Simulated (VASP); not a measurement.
A convergence study with VASP on Li₂O (antifluorite): a few settings are varied, all else stays as given below, so the limit is that of these other settings.

```
Li2O
1.0
    0.00000     2.31000     2.31000
    2.31000     0.00000     2.31000
    2.31000     2.31000     0.00000
Li O
2 1
Cartesian
  1.15500   1.15500   1.15500
  3.46500   3.46500   3.46500
  0.00000   0.00000   0.00000
```

All values below come from HSE06 screened hybrid, VASP's PBE PAW potentials (set 64) (plane waves; VASP). The last row used: 520 eV cut-off, 4×4×4 Γ-centred mesh, Gaussian smearing of 0.050 eV, potentials Li_sv O.

Gaps are read on the run's mesh, which can miss a band edge.

```json
[
 {"setting": "ENCUT = 300, PRECFOCK = Fast", "E (eV/atom)": "-5.8839", "pressure (GPa)": "-43.20", "gap on the mesh (eV)": "6.426", "electronic steps": "20"},
 {"setting": "ENCUT = 400, PRECFOCK = Fast", "E (eV/atom)": "-5.6024", "pressure (GPa)": "-10.17", "gap on the mesh (eV)": "6.570", "electronic steps": "21"},
 {"setting": "ENCUT = 520, PRECFOCK = Fast", "E (eV/atom)": "-5.5739", "pressure (GPa)": "-2.70", "gap on the mesh (eV)": "6.590", "electronic steps": "21"},
 {"setting": "ENCUT = 300, PRECFOCK = Normal", "E (eV/atom)": "…", "pressure (GPa)": "…", "gap on the mesh (eV)": "6.426", "electronic steps": "20"},
 {"setting": "ENCUT = 400, PRECFOCK = Normal", "E (eV/atom)": "-5.6052", "pressure (GPa)": "-9.99", "gap on the mesh (eV)": "6.570", "electronic steps": "21"},
 {"setting": "ENCUT = 520, PRECFOCK = Normal", "E (eV/atom)": "-5.5741", "pressure (GPa)": "-2.68", "gap on the mesh (eV)": "6.590", "electronic steps": "21"},
 {"setting": "ENCUT = 300, PRECFOCK = Accurate", "E (eV/atom)": "…", "pressure (GPa)": "…", "gap on the mesh (eV)": "6.426", "electronic steps": "20"},
 {"setting": "ENCUT = 400, PRECFOCK = Accurate", "E (eV/atom)": "-5.6052", "pressure (GPa)": "-9.99", "gap on the mesh (eV)": "6.570", "electronic steps": "21"},
 {"setting": "ENCUT = 520, PRECFOCK = Accurate", "E (eV/atom)": "-5.5741", "pressure (GPa)": "-2.68", "gap on the mesh (eV)": "6.590", "electronic steps": "21"}
]
```

Task: What belongs in the gaps?

Result: 
- ENCUT = 300, PRECFOCK = Normal, E (eV/atom): -5.8861
- ENCUT = 300, PRECFOCK = Normal, pressure (GPa): -43.07
- ENCUT = 300, PRECFOCK = Accurate, E (eV/atom): -5.8864
- ENCUT = 300, PRECFOCK = Accurate, pressure (GPa): -43.04

Left out are rungs that failed or repeat a setting and relaxations that didn't move; long series are thinned to 24 rows.

The compound is Li2O in the antifluorite structure. The cell was not relaxed at this level.
